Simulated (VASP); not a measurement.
Level of theory: r2SCAN meta-GGA, VASP's PBE PAW potentials (set 64) (plane waves; VASP).

The input files of a VASP run:

KPOINTS:
```
Automatic mesh
0
Gamma
14 14 14
0 0 0
```

**INCAR**
```
ALGO = Normal
EDIFF = 1E-7
EDIFFG = -0.01
ENCUT = 480
IBRION = 2
ISIF = 3
ISMEAR = 1
LASPH = .True.
LCHARG = .False.
LMAXMIX = 6
LMIXTAU = .True.
LREAL = .False.
LWAVE = .False.
METAGGA = R2SCAN
NELM = 100
NSW = 40
PREC = Accurate
PSTRESS = 100
SIGMA = 0.1
SYSTEM = Ta
```

POSCAR:
```
Ta
1
   -1.6296732527     1.6296732527     1.6296732527
    1.6296732527    -1.6296732527     1.6296732527
    1.6296732527     1.6296732527    -1.6296732527
Ta
1
Direct
  1.0000000000   0.0000000000   0.0000000000
```

POTCAR, in this order: Ta_pv (PBE.64 set). Program: vasp_std.

The resulting files:

OUTCAR:
```
 ion  position               nearest neighbor table
   1  0.000  0.000  0.000-
  LATTYP: Found a body centered cubic cell.
 ALAT       =     3.2593465054
 Subroutine PRICEL returns:
 Original cell was already a primitive cell.
 Subroutine GETGRP returns: Found 48 space group operations
The static configuration has the point symmetry O_h .
The dynamic configuration has the point symmetry O_h .
 Subroutine INISYM returns: Found 48 space group operations
 Subroutine IBZKPT returns following result:
 Found    104 irreducible k-points:

 Following reciprocal coordinates:
            Coordinates               Weight
  0.000000  0.000000  0.000000      1.000000
  0.071429  0.000000  0.000000     12.000000
  0.142857  0.000000  0.000000     12.000000
  0.214286  0.000000  0.000000     12.000000
  0.285714  0.000000  0.000000     12.000000
  0.357143  0.000000  0.000000     12.000000
  0.428571  0.000000  0.000000     12.000000
  0.500000  0.000000  0.000000      6.000000
  0.071429  0.071429  0.000000     24.000000
  0.142857  0.071429  0.000000     48.000000
...
```

File OSZICAR:
```
       N       E                     dE             d eps       ncg     rms          rms(c)
DAV:   1     0.651189293619E+01    0.65119E+01   -0.65331E+03  1872   0.114E+03
DAV:   2    -0.512561061285E+02   -0.57768E+02   -0.56790E+02  2505   0.247E+02
DAV:   3    -0.518330884744E+02   -0.57698E+00   -0.55763E+00  2260   0.254E+01
DAV:   4    -0.518385508723E+02   -0.54624E-02   -0.54551E-02  2257   0.159E+00
DAV:   5    -0.518386101062E+02   -0.59234E-04   -0.59227E-04  2180   0.132E-01    0.154E+01
DAV:   6    -0.480815419772E+02    0.37571E+01   -0.13251E+00  1939   0.162E+01    0.623E+00
DAV:   7    -0.486996928523E+02   -0.61815E+00   -0.23554E-01  1885   0.614E+00    0.195E+00
DAV:   8    -0.482565165993E+02    0.44318E+00   -0.33464E-01  1901   0.726E+00    0.676E-01
DAV:   9    -0.485397912181E+02   -0.28327E+00   -0.36029E-02  1919   0.199E+00    0.378E-01
DAV:  10    -0.485600607883E+02   -0.20270E-01   -0.45654E-03  1921   0.786E-01    0.315E-01
DAV:  11    -0.485637497449E+02   -0.36890E-02   -0.44151E-03  1905   0.797E-01    0.690E-02
DAV:  12    -0.485638809461E+02   -0.13120E-03   -0.66541E-04  1894   0.299E-01    0.514E-02
DAV:  13    -0.485638906098E+02   -0.96637E-05   -0.46359E-05  2173   0.881E-02    0.243E-02
DAV:  14    -0.485638898715E+02    0.73833E-06   -0.76174E-07  2355   0.119E-02    0.223E-02
DAV:  15    -0.485638899949E+02   -0.12341E-06   -0.17468E-07  1702   0.620E-03    0.259E-02
DAV:  16    -0.485638873500E+02    0.26449E-05   -0.10833E-05  1956   0.451E-02    0.353E-03
DAV:  17    -0.485638886282E+02   -0.12782E-05   -0.29743E-07  1939   0.801E-03    0.167E-03
DAV:  18    -0.485638885556E+02    0.72605E-07   -0.37019E-08   959   0.290E-03
   1 F= -.47483323E+02 E0= -.47483305E+02  d E =-.474833E+02
```

**OUTCAR**
```
------------------------ aborting loop because EDIFF is reached ----------------------------------------
  FORCE on cell =-STRESS in cart. coord.  units (eV):
  Direction    XX          YY          ZZ          XY          YZ          ZX
  --------------------------------------------------------------------------------------
  Total        1.0755429      1.0755429      1.0755429      0.0000000      0.0000000     -0.0000000
  in kB       99.5352047     99.5352047     99.5352047      0.0000000      0.0000000     -0.0000000
  external PRESSURE =      -0.4647953 kB  Pullay stress =     100.0000000 kB
  volume of cell :       17.31
      direct lattice vectors                 reciprocal lattice vectors
    -1.629673253  1.629673253  1.629673253     0.000000000  0.306809969  0.306809969
     1.629673253 -1.629673253  1.629673253     0.306809969  0.000000000  0.306809969
     1.629673253  1.629673253 -1.629673253     0.306809969  0.306809969  0.000000000
 POSITION                                       TOTAL-FORCE (eV/Angst)
 -----------------------------------------------------------------------------------
      0.00000      0.00000      0.00000        -0.000000      0.000000      0.000000
 -----------------------------------------------------------------------------------
    total drift:                               -0.000000      0.000000      0.000000
  FREE ENERGIE OF THE ION-ELECTRON SYSTEM (eV)
  ---------------------------------------------------
  free  energy   TOTEN  =       -48.5638885556 eV

  energy  without entropy=      -48.5638349340  energy(sigma->0) =      -48.56387068
  enthalpy is  TOTEN    =       -47.4833232433 eV   P V=        1.0805653123

 reached required accuracy - stopping structural energy minimisation
```
(Selected blocks of OUTCAR.)

The compound is Ta in the bcc structure. It was relaxed first under an external pressure of 10 GPa.
